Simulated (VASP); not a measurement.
**Ga$_{3}$InP$_{4}$ (ordered alloy cell): computed properties**

Level of theory: PBEsol GGA, VASP's PBE PAW potentials (set 64) (plane waves; VASP).

| Quantity | Result |
|---|---|
| space group | R3m (160) |
| cell | a = 3.9187 Å, b = 3.9187 Å, c = 38.5124 Å, α = 90.00°, β = 90.00°, γ = 120.00° |
| volume per atom | 21.34 Å³/atom |
| band gap (over mesh and band path) | 1.01 eV |
| smallest direct gap (over mesh and band path) | 1.01 eV |
| band-edge character | direct, Γ to Γ |
| density | 4.36 g/cm³ |

Space group R3m, hexagonal axes (No. 160); a = 3.9187 Å, b = 3.9187 Å, c = 38.5124 Å, α = 90.00°, β = 90.00°, γ = 120.00°

| atom | site | symmetry | x | y | z |
|---|---|---|---|---|---|
| In | 3a | 3m | 0.0000 | 0.0000 | 0.0006 |
| P | 3a | 3m | 0.0000 | 0.0000 | 0.3081 |
| P | 3a | 3m | 0.0000 | 0.0000 | 0.5612 |
| P | 3a | 3m | 0.0000 | 0.0000 | 0.8138 |
| P | 3a | 3m | 0.0000 | 0.0000 | 0.0664 |
| Ga | 3a | 3m | 0.0000 | 0.0000 | 0.2473 |
| Ga | 3a | 3m | 0.0000 | 0.0000 | 0.5000 |
| Ga | 3a | 3m | 0.0000 | 0.0000 | 0.7526 |
(The calculation used a cell of 8 atoms; values per cell refer to that cell.)

Unless said otherwise, spin-orbit coupling is left out, though it shifts the bands of the heavy elements here.

The structure was generated: Ga3InP4 was put into an ordered model structure (R3m), which need not be its known phase. It was relaxed first. Symmetry was kept, so distortions that lower it aren't found.
